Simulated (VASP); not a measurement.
Input for VASP

### INCAR
```
SYSTEM = PbS
PREC = Accurate
ENCUT = 400
EDIFF = 1E-6
NELM = 100
ALGO = Normal
LREAL = .FALSE.
LASPH = .TRUE.
ISMEAR = 0
SIGMA = 0.05
GGA = PE
LMAXMIX = 4
LWAVE = .FALSE.
LCHARG = .FALSE.
ISIF = 2
```

### KPOINTS
```
kpoints
0
G
  7 7 7
0 0 0
```

### POSCAR
```
PbS
6.05880
  0.0000000000   0.5000000000   0.5000000000
  0.5000000000   0.0000000000   0.5000000000
  0.5000000000   0.5000000000   0.0000000000
Pb S
1 1
direct
  0.0000000000   0.0000000000   0.0000000000
  0.5000000000   0.5000000000   0.5000000000
```

POTCAR, in this order: Pb_d S (PBE.64 set). Program: vasp_std.

Translate this PBE calculation to Ansatz.

One equivalent input (not run):
Ansatz 0.2 input:
```yaml
crystal:
  lattice:
    - [0.0000000, 3.0294000, 3.0294000]
    - [3.0294000, 0.0000000, 3.0294000]
    - [3.0294000, 3.0294000, 0.0000000]
  atoms:
    - { symbol: Pb, position: [0.0000000, 0.0000000, 0.0000000] }
    - { symbol: S, position: [0.5000000, 0.5000000, 0.5000000] }
kpoints:
  mp_grid: { grid: [7, 7, 7] }
hamiltonian:
  xc: pbe
  pseudopotentials: { kind: paw }
scf:
  occupations: { method: gaussian, width: 0.05 }
  max_iter: 100
output: { forces: true, stress: true, eigenvalues: true }
```
What does not carry over: each code has its own PAW files, so the cut-off isn't converted (ENCUT is set for VASP's; basis.ecutwfc is left out, and Ansatz then takes the one that its files recommend); Ansatz stops its SCF on the density residual and VASP on the energy change (EDIFF).

The compound is PbS in the rock salt structure. The cell was not relaxed at this level.
